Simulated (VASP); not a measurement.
Consider the following.

```yaml
crystal:
  lattice:
    - [4.67353, -2.48156, -0.00397]
    - [4.67353, 2.48156, -0.00397]
    - [3.35935, 0.00000, 4.08838]
  atoms:
    - { symbol: Ga, position: [0.85567, 0.85567, 0.85567] }
    - { symbol: Ga, position: [0.35567, 0.35567, 0.35567] }
    - { symbol: Ga, position: [0.14433, 0.14433, 0.14433] }
    - { symbol: Ga, position: [0.64433, 0.64433, 0.64433] }
    - { symbol: O, position: [0.44743, 0.05257, 0.75000] }
    - { symbol: O, position: [0.05257, 0.75000, 0.44743] }
    - { symbol: O, position: [0.55257, 0.94743, 0.25000] }
    - { symbol: O, position: [0.25000, 0.55257, 0.94743] }
    - { symbol: O, position: [0.94743, 0.25000, 0.55257] }
    - { symbol: O, position: [0.75000, 0.44743, 0.05257] }
```

Level of theory: LDA (Ceperley-Alder, Perdew-Zunger), VASP's LDA PAW potentials (set 64) (plane waves; VASP). Run with 520 eV cut-off, 6×6×6 Γ-centred mesh, tetrahedra with Blöchl corrections, potentials Ga_d O.

Problem. Tabulate the total density of states (states/eV per cell) against energy (eV; zero at the valence-band maximum or, without a gap, the Fermi level).

Solution. 
```json
[
 {"E (eV)": "-9.95", "DOS (states/eV)": "0.00"},
 {"E (eV)": "-9.59", "DOS (states/eV)": "0.00"},
 {"E (eV)": "-9.11", "DOS (states/eV)": "0.00"},
 {"E (eV)": "-8.75", "DOS (states/eV)": "0.00"},
 {"E (eV)": "-8.27", "DOS (states/eV)": "0.00"},
 {"E (eV)": "-7.91", "DOS (states/eV)": "0.00"},
 {"E (eV)": "-7.43", "DOS (states/eV)": "0.01"},
 {"E (eV)": "-7.07", "DOS (states/eV)": "0.76"},
 {"E (eV)": "-6.59", "DOS (states/eV)": "3.76"},
 {"E (eV)": "-6.23", "DOS (states/eV)": "3.53"},
 {"E (eV)": "-5.75", "DOS (states/eV)": "3.72"},
 {"E (eV)": "-5.39", "DOS (states/eV)": "2.06"},
 {"E (eV)": "-4.91", "DOS (states/eV)": "4.01"},
 {"E (eV)": "-4.55", "DOS (states/eV)": "2.08"},
 {"E (eV)": "-4.07", "DOS (states/eV)": "4.08"},
 {"E (eV)": "-3.71", "DOS (states/eV)": "2.20"},
 {"E (eV)": "-3.23", "DOS (states/eV)": "5.05"},
 {"E (eV)": "-2.87", "DOS (states/eV)": "5.05"},
 {"E (eV)": "-2.39", "DOS (states/eV)": "6.57"},
 {"E (eV)": "-2.03", "DOS (states/eV)": "5.17"},
 {"E (eV)": "-1.55", "DOS (states/eV)": "9.59"},
 {"E (eV)": "-1.19", "DOS (states/eV)": "9.57"},
 {"E (eV)": "-0.71", "DOS (states/eV)": "13.8"},
 {"E (eV)": "-0.35", "DOS (states/eV)": "15.5"},
 {"E (eV)": "0.13", "DOS (states/eV)": "0.00"},
 {"E (eV)": "0.49", "DOS (states/eV)": "0.00"},
 {"E (eV)": "0.97", "DOS (states/eV)": "0.00"},
 {"E (eV)": "1.33", "DOS (states/eV)": "0.00"},
 {"E (eV)": "1.81", "DOS (states/eV)": "0.00"},
 {"E (eV)": "2.17", "DOS (states/eV)": "0.00"},
 {"E (eV)": "2.65", "DOS (states/eV)": "0.00"},
 {"E (eV)": "3.01", "DOS (states/eV)": "0.00"},
 {"E (eV)": "3.49", "DOS (states/eV)": "0.05"},
 {"E (eV)": "3.85", "DOS (states/eV)": "0.12"},
 {"E (eV)": "4.33", "DOS (states/eV)": "0.20"},
 {"E (eV)": "4.69", "DOS (states/eV)": "0.27"},
 {"E (eV)": "5.17", "DOS (states/eV)": "0.44"},
 {"E (eV)": "5.53", "DOS (states/eV)": "0.61"},
 {"E (eV)": "6.01", "DOS (states/eV)": "1.07"},
 {"E (eV)": "6.37", "DOS (states/eV)": "3.55"}
]
```
Within 2 eV below the valence-band maximum the largest weight inside VASP's projection spheres is O p.

The compound is Ga2O3 in the corundum structure, the metastable α form; monoclinic β is stable. It was relaxed first.
